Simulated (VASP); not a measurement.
Input of a VASP 6.6.1 run:

The input INCAR:

```
SYSTEM = CsRb2AsF6
PREC = Accurate
ENCUT = 520
EDIFF = 1E-6
ISMEAR = 0
SIGMA = 0.01
LREAL = .False.
LASPH = .True.
NELM = 100
ALGO = Fast
ISIF = 2
LWAVE = .False.
LCHARG = .True.
GGA = CA
LELF = .True.
LVHAR = .True.
NBANDS = 48
```

File KPOINTS:

```
Automatic mesh
0
Gamma
  3 3 3
  0 0 0
```

The input POSCAR:

```
CsRb2AsF6
1.0
    0.0000000000      4.8726300000      4.8726300000
    4.8726300000      0.0000000000      4.8726300000
    4.8726300000      4.8726300000      0.0000000000
Cs Rb As F
1 2 1 6
Direct
    0.5000000000      0.5000000000      0.5000000000
    0.7500000000      0.7500000000      0.7500000000
    0.2500000000      0.2500000000      0.2500000000
    0.0000000000      0.0000000000      0.0000000000
    0.7873340003      0.2126659997      0.2126659997
    0.2126659997      0.2126659997      0.7873340003
    0.2126659997      0.7873340003      0.7873340003
    0.2126659997      0.7873340003      0.2126659997
    0.7873340003      0.2126659997      0.7873340003
    0.7873340003      0.7873340003      0.2126659997
```

Potentials or basis: VASP PAW LDA potentials, release 64 (Cs_sv, Rb_sv, As, F).

Run with:

```bash
$ cat potpaw_LDA.64/Cs_sv/POTCAR potpaw_LDA.64/Rb_sv/POTCAR potpaw_LDA.64/As/POTCAR potpaw_LDA.64/F/POTCAR > POTCAR
$ mpirun -np 1 vasp_std > vasp.out
```

Estimate the largest force.

0.258 eV/Å.

Predict the band gap on the k mesh.

3.58 eV, indirect (least direct gap 3.95 eV).

Predict the pressure.

-3.8 GPa.

Forces in eV/Å, atoms in the order of the input:
```
Cs   0.000  0.000  0.000
Rb   0.000  0.000  0.000
Rb   0.000  0.000  0.000
As   0.000  0.000  0.000
F   -0.258  0.000  0.000
F    0.000  0.000 -0.258
F    0.258  0.000  0.000
F    0.000 -0.258  0.000
F    0.000  0.258  0.000
F    0.000  0.000  0.258
```

Caveat: spin-orbit coupling is left out, which moves the levels of the heavy elements; an odd mesh through Γ misses points on the zone boundary, where band edges often lie.
